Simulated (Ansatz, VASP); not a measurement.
# Cross-check of PtS2 (1T-PtS2 3 layers, AA) between VASP and Ansatz, part 2 of 2

Wanted: the spread between two codes on one cell, functional and k mesh. The structure shown is the start of the Ansatz relaxation below; VASP solves that cell, so the two are compared at the walk's first step.

VASP 6.6.1 and Ansatz 0.2.0.

So far: The structure; Ansatz: relaxation, PBE with D3(BJ).

### Step 3. VASP: single point, PBE with D3(BJ), start cell

Level of this step: PBE with D3(BJ); plane waves and PAW (S, Pt) (VASP).

The same cell, functional, mesh and smearing now go to VASP, with its own data sets.

Lines of VASP's logs that name or quote its potential files are left out, and so is its time.

The input, INCAR:

```
SYSTEM = PtS2
PREC = Accurate
ENCUT = 400
EDIFF = 1E-06
NELM = 120
ISMEAR = -1
SIGMA = 0.05
LREAL = .FALSE.
ALGO = Normal
GGA = PE
IVDW = 12
NBANDS = 42
LASPH = .TRUE.
LORBIT = 11
LWAVE = .FALSE.
LCHARG = .FALSE.
ISIF = 2
LDIPOL = .TRUE.
IDIPOL = 3
DIPOL = 0.5 0.5 0.5
LVHAR = .TRUE.
GGA_COMPAT = .FALSE.
EFERMI = MIDGAP
NELMDL = -8
KPAR = 2
```

The input, POSCAR:

```
PtS2
1.0
    3.5700000000      0.0000000000      0.0000000000
   -1.7850000000      3.0917110000      0.0000000000
    0.0000000000      0.0000000000     55.0422590000
S Pt
6 3
Direct
    0.6666666128      0.3333332255      0.3906089683
    0.3333332255      0.6666664510      0.4272005987
    0.6666666128      0.3333332255      0.4817041757
    0.3333332255      0.6666664510      0.5182958243
    0.6666666128      0.3333332255      0.5727994013
    0.3333332255      0.6666664510      0.6093910317
    0.0000000000      0.0000000000      0.4089047835
    0.0000000000      0.0000000000      0.5000000091
    0.0000000000      0.0000000000      0.5910952165
```

The input, KPOINTS:

```
Automatic mesh
0
Gamma
12 12 1
0 0 0
```

Potentials, in the order of the species: S and Pt (PBE family, release 64).

Started as:

```
$ mpirun -np 2 vasp_std
```

Numbers of over 12 decimals in the logs are rounded to 6 here.

The log of the run:

```text
[banner, memory and clock lines left out]
running    2 mpi-ranks, on    1 nodes
 distrk:  each k-point on    1 cores,    2 groups
 distr:  one band on    1 cores,    1 groups

 POSCAR found type information on POSCAR S Pt
 POSCAR found :  2 types and       9 ions
 LDA part: xc-table for (Slater+PW92), standard interpolation
|                                                                             |
|           W    W    AA    RRRRR   N    N  II  N    N   GGGG   !!!           |
|           W    W   A  A   R    R  NN   N  II  NN   N  G    G  !!!           |
|           W    W  A    A  R    R  N N  N  II  N N  N  G       !!!           |
|           W WW W  AAAAAA  RRRRR   N  N N  II  N  N N  G  GGG   !            |
|           WW  WW  A    A  R   R   N   NN  II  N   NN  G    G                |
|           W    W  A    A  R    R  N    N  II  N    N   GGGG   !!!           |
|                                                                             |
|     One of the lattice vectors is very long (>50 A), but AMIN is rather     |
|     large. This can spoil convergence since charge sloshing might occur     |
|     along the long lattice vector. If problems with convergence are         |
|     observed, try to decrease AMIN to a smaller value (e.g. 0.01).          |
|     Note: This warning only applies if the self-consistency cycle is        |
|     used.                                                                   |
|                                                                             |

 POSCAR, INCAR and KPOINTS ok, starting setup
 FFT: planning ... GRIDC
 FFT: planning ... GRID_SOFT
 FFT: planning ... GRID
 WAVECAR not read
 entering main loop
       N       E                     dE             d eps       ncg     rms          rms(c)
DAV:   1     0.537604922559E+03    0.53760E+03   -0.20887E+04  1604   0.976E+02
DAV:   2     0.219433768022E+02   -0.51566E+03   -0.49275E+03  2380   0.221E+02
DAV:   3    -0.467100668306E+02   -0.68653E+02   -0.67655E+02  1962   0.901E+01
DAV:   4    -0.486945612801E+02   -0.19845E+01   -0.19646E+01  1998   0.175E+01
DAV:   5    -0.487548429672E+02   -0.60282E-01   -0.60029E-01  2056   0.295E+00
DAV:   6    -0.487566181958E+02   -0.17752E-02   -0.17730E-02  2128   0.534E-01
DAV:   7    -0.487566878977E+02   -0.69702E-04   -0.69695E-04  2112   0.963E-02
DAV:   8    -0.487566913341E+02   -0.34365E-05   -0.34363E-05  1896   0.199E-02    0.396E+01
DAV:   9    -0.448576240498E+02    0.38991E+01   -0.22144E+01  1764   0.314E+01    0.248E+01
DAV:  10    -0.446042990055E+02    0.25333E+00   -0.57144E+00  1740   0.171E+01    0.875E+00
DAV:  11    -0.443713525283E+02    0.23295E+00   -0.38440E-01  1846   0.469E+00    0.205E+00
DAV:  12    -0.443480715509E+02    0.23281E-01   -0.15618E-01  1924   0.248E+00    0.532E-01
DAV:  13    -0.443490523480E+02   -0.98080E-03   -0.11544E-02  1932   0.522E-01    0.645E-01
DAV:  14    -0.443500559142E+02   -0.10036E-02   -0.53630E-03  1962   0.394E-01    0.488E-01
[...]
DAV:  22    -0.443489176047E+02   -0.79743E-05   -0.14947E-04  1896   0.422E-02    0.161E-02
DAV:  23    -0.443489295788E+02   -0.11974E-04   -0.11629E-05  2128   0.126E-02    0.250E-02
DAV:  24    -0.443489312464E+02   -0.16676E-05   -0.97142E-07  1230   0.374E-03    0.164E-02
DAV:  25    -0.443489385335E+02   -0.72871E-05   -0.95369E-07  1318   0.332E-03    0.101E-02
DAV:  26    -0.443489429640E+02   -0.44305E-05   -0.63886E-07  1326   0.270E-03    0.415E-03
DAV:  27    -0.443489514082E+02   -0.84442E-05   -0.89216E-07  1328   0.244E-03    0.994E-04
DAV:  28    -0.443489557451E+02   -0.43369E-05   -0.45482E-07  1314   0.161E-03    0.714E-04
DAV:  29    -0.443489566903E+02   -0.94519E-06   -0.55016E-08  1234   0.862E-04
   1 F= -.47655925E+02 E0= -.47655924E+02  d E =-.284389E-05
```

OUTCAR, selected parts (step 3):

```text
ion  position               nearest neighbor table
   1  0.667  0.333  0.391-   7 2.29   7 2.29   7 2.29
   2  0.333  0.667  0.427-   7 2.29   7 2.29   7 2.29
   3  0.667  0.333  0.482-   8 2.29   8 2.29   8 2.29
   4  0.333  0.667  0.518-   8 2.29   8 2.29   8 2.29
   5  0.667  0.333  0.573-   9 2.29   9 2.29   9 2.29
   6  0.333  0.667  0.609-   9 2.29   9 2.29   9 2.29
   7  0.000  0.000  0.409-   2 2.29   1 2.29   1 2.29   2 2.29   2 2.29   1 2.29
   8  0.000  0.000  0.500-   4 2.29   3 2.29   3 2.29   4 2.29   4 2.29   3 2.29
   9  0.000  0.000  0.591-   6 2.29   5 2.29   5 2.29   6 2.29   6 2.29   5 2.29

  LATTYP: Found a hexagonal cell.
 ALAT       =     3.5700000000
 C/A-ratio  =    15.4179997199

 Subroutine GETGRP returns: Found 12 space group operations
 (whereof 12 operations were pure point group operations)

The static configuration has the point symmetry D_3d.

 Found     19 irreducible k-points:

   k-points           NKPTS =     19   k-points in BZ     NKDIM =     19   number of bands    NBANDS=     42

   dimension x,y,z NGX =    24 NGY =   24 NGZ =  360
   dimension x,y,z NGXF=    48 NGYF=   48 NGZF=  720

   ENCUT  =  400.0 eV  29.40 Ry    5.42 a.u.   5.82  5.82 89.76*2*pi/ulx,y,z

   NELECT =      66.0000    total number of electrons

 k-points in reciprocal lattice and weights: Automatic mesh
   0.00000000  0.00000000  0.00000000       0.007
   0.08333333  0.00000000  0.00000000       0.042
   0.16666667  0.00000000  0.00000000       0.042
   0.25000000 -0.00000000  0.00000000       0.042
   0.33333333 -0.00000000  0.00000000       0.042
   0.41666667  0.00000000  0.00000000       0.042
   0.50000000 -0.00000000  0.00000000       0.021
   0.08333333  0.08333333  0.00000000       0.042
   0.16666667  0.08333333  0.00000000       0.083
[...]
0.33333333  0.25000000  0.00000000       0.083
   0.33333333  0.33333333  0.00000000       0.014

 dipolmoment           0.000000      0.000000     -0.000003 electrons x Angstroem

 average (electrostatic) potential at core
       1 -94.3398       2 -94.3764       3 -94.3832       4 -94.3833       5 -94.3764
       6 -94.3398       7 -77.5810       8 -77.5984       9 -77.5811

 E-fermi :  -1.7311

 k-point     1 :       0.0000    0.0000    0.0000
  band No.  band energies     occupation
    ...
     29      -3.5522      2.00000
     30      -3.4369      2.00000
     31      -3.3928      2.00000
     32      -2.8862      2.00000
     33      -2.8398      2.00000
     34       0.7343      0.00000
     35       0.7343      0.00000
     36       0.8596      0.00000
     37       0.8596      0.00000
     38       0.9606      0.00000
    ...

 k-point     2 :       0.0833    0.0000    0.0000
  band No.  band energies     occupation
    ...
     29      -3.5321      2.00000
     30      -3.1895      2.00000
     31      -3.1026      2.00000
     32      -2.6069      2.00000
     33      -2.5861      2.00000
     34       0.1768      0.00000
     35       0.3335      0.00000
     36       0.4656      0.00000
     37       0.5422      0.00000
     38       0.6808      0.00000
    ...

 k-point     3 :       0.1667    0.0000    0.0000
  band No.  band energies     occupation
    ...
     29      -3.4192      2.00000
     30      -3.0079      2.00000
     31      -3.0059      2.00000
     32      -2.5317      2.00000
     33      -2.3876      2.00000
     34      -0.6646      0.00000
     35      -0.5578      0.00000
     36      -0.4290      0.00000
     37       0.2315      0.00000
     38       0.3840      0.00000
    ...

 Edisp (eV)   -3.30697

  Total      19.27122    19.27123    16.32971     0.00000     0.00000     0.00000
  in kB      50.82255    50.82256    43.06513     0.00000     0.00000     0.00000
  external pressure =       48.24 kB  Pullay stress =        0.00 kB

  energy-cutoff  :      400.00
  volume of cell :      607.52
      direct lattice vectors                 reciprocal lattice vectors
     3.570000000  0.000000000  0.000000000     0.280112045  0.161722748  0.000000000
    -1.785000000  3.091711000  0.000000000     0.000000000  0.323445497  0.000000000
     0.000000000  0.000000000 55.042259000     0.000000000  0.000000000  0.018167859

 POSITION                                       TOTAL-FORCE (eV/Angst)
 -----------------------------------------------------------------------------------
      1.78500      1.03057     21.50000        -0.000000     -0.000000     -3.037777
      0.00000      2.06114     23.51409        -0.000000     -0.000000      3.046469
      1.78500      1.03057     26.51409         0.000000      0.000000     -3.036851
      0.00000      2.06114     28.52817        -0.000000     -0.000000      3.036851
      1.78500      1.03057     31.52817         0.000000      0.000000     -3.046469
      0.00000      2.06114     33.54226         0.000000      0.000000      3.037777
      0.00000      0.00000     22.50704         0.000000     -0.000000      0.187373
      0.00000      0.00000     27.52113        -0.000000     -0.000000     -0.000000
      0.00000      0.00000     32.53522        -0.000000      0.000000     -0.187373
 -----------------------------------------------------------------------------------
    total drift:                               -0.000000      0.001369     -0.000508

  FREE ENERGIE OF THE ION-ELECTRON SYSTEM (eV)
  ---------------------------------------------------
  free  energy   TOTEN  =       -47.6559249388 eV

  energy  without entropy=      -47.6559220949  energy(sigma->0) =      -47.65592352

 vacuum level on the upper side and lower side of the slab         3.337         3.337

 total charge
# of ion       s       p       d       tot
------------------------------------------
    1        1.356   2.348   0.000   3.705
    2        1.358   2.344   0.000   3.702
    3        1.358   2.344   0.000   3.702
    4        1.358   2.344   0.000   3.702
    5        1.358   2.344   0.000   3.702
    6        1.356   2.348   0.000   3.705
    7        0.769   0.973   8.097   9.839
    8        0.769   0.974   8.098   9.840
    9        0.769   0.973   8.097   9.839
--------------------------------------------------
tot         10.451  16.994  24.292  51.737

[... 3 further parts left out ...]
```

### Step 4. Comparison

Known differences besides the potentials themselves: Ansatz cuts the interaction across the vacuum, VASP repeats the sheet with a dipole correction; the data sets hold 90 valence electrons in Ansatz (on its default PAW (the set named soft_2) files) and 66 in VASP; the cutoff is 420 eV in Ansatz and 400 eV in VASP. Total energies have different zeros and are not compared.

Forces (eV/Å; atoms numbered as in POSCAR):

```
atom        Ansatz x, y, z          VASP x, y, z
  S1  0.000, 0.000, -3.079  0.000, 0.000, -3.038
  S2   0.000, 0.000, 3.088   0.000, 0.000, 3.046
  S3  0.000, 0.000, -3.080  0.000, 0.000, -3.037
  S4   0.000, 0.000, 3.080   0.000, 0.000, 3.037
  S5  0.000, 0.000, -3.088  0.000, 0.000, -3.046
  S6   0.000, 0.000, 3.079   0.000, 0.000, 3.038
 Pt7   0.000, 0.000, 0.190   0.000, 0.000, 0.187
 Pt8   0.000, 0.000, 0.000   0.000, 0.000, 0.000
 Pt9  0.000, 0.000, -0.190  0.000, 0.000, -0.187
```

The forces differ by 20 meV/Å r.m.s., which is 1.4 % of the r.m.s. force of 1.434 eV/Å (both taken over all components). With vacuum in the cell, a pressure given here is an average over mostly empty space and none of the material.

### Step 5. Outcome

- r.m.s. force difference (single point, PBE with D3(BJ), start cell): 1.4 % of the r.m.s. force

In words: The r.m.s. force difference is 1.4 % of the r.m.s. force (single point, PBE with D3(BJ), start cell), within the 3 % picked in this series as the mark of a large difference. The data sets hold unlike numbers of valence electrons (90 in Ansatz and 66 in VASP), so part of the differences comes from the potentials. 1 further run of this series is not shown here. How closely two codes agree says nothing of how well the functional describes the real material.

[Lines on the potential files, build, host, timing and source positions are cut from VASP's logs without a mark.]

[Logs are printed without paths, hosts, clocks, repeated set-up lines and the standing remarks that a program may print on its own settings, such as how far it seeks lower states.]

[Hosts, paths, dates, database ids (printed as entryN), source tags and the programs' standing remarks are cut or masked in the printed files.]
